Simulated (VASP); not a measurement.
The system is Ti2Te2S.

```xyz
5
Lattice="-2.3000 2.3000 5.4500 2.3000 -2.3000 5.4500 2.3000 2.3000 -5.4500" Properties=species:S:1:pos:R:3 pbc="T T T"
Ti    0.0000    2.3000    0.0000
Ti    2.3000    0.0000    0.0000
Te    0.0000    0.0000    3.8150
Te    0.0000    0.0000    7.0850
S     0.0000    0.0000    0.0000
```

The cell was built by a generator and needn't be a form met in nature.

```yaml
Program: VASP 6.6.1
Task: relaxation of cell and atoms
Functional: PBE
Potentials_or_basis: VASP PAW PBE potentials, release 64 (Ti_sv, Te, S)
Cutoff: 520 eV
k_mesh: 4 × 4 × 4
Occupations: gaussian, width 0.15 eV
Spin: no spin polarisation
```

At the start: pressure 6.9 GPa; volume 23.06 Å³/atom.

Question: Where does the relaxation end?

Answer: Over 9 steps the energy falls by 92.7 meV/atom and the volume is 26.45 Å³/atom (+14.7 %); space group I4/mmm (No. 139, to 0.05 Å).

Step by step:
| step | energy change (eV) | largest force (eV/Å) | pressure (GPa) | volume (Å³) |
| --- | --- | --- | --- | --- |
| 1 | 0.0000 | 1.7184 | 6.87 | 115.32 |
| 2 | -0.2370 | 0.4532 | -4.53 | 132.58 |
| 3 | -0.3285 | 0.1852 | -1.35 | 126.17 |
| 4 | -0.4162 | 0.1481 | -0.17 | 125.30 |
| 5 | -0.4210 | 0.2427 | 0.20 | 125.00 |
| 6 | -0.4277 | 0.2105 | 0.28 | 125.53 |
| 7 | -0.4436 | 0.1167 | 0.37 | 127.09 |
| 8 | -0.4590 | 0.0649 | 0.78 | 130.19 |
| 9 | -0.4635 | 0.0250 | -0.04 | 132.26 |

Final structure:
```xyz
5
Lattice="-2.3019 2.3019 6.2402 2.3019 -2.3019 6.2402 2.3019 2.3019 -6.2402" Properties=species:S:1:pos:R:3 pbc="T T T"
Ti    0.0000    2.3019    0.0000
Ti    2.3019    0.0000    0.0000
Te    0.0000    0.0000    4.3939
Te    0.0000    0.0000    8.0865
S     0.0000    0.0000    0.0000
```

Caveat: the k mesh is coarse (spacing up to 0.48 Å⁻¹), so the values aren't converged.
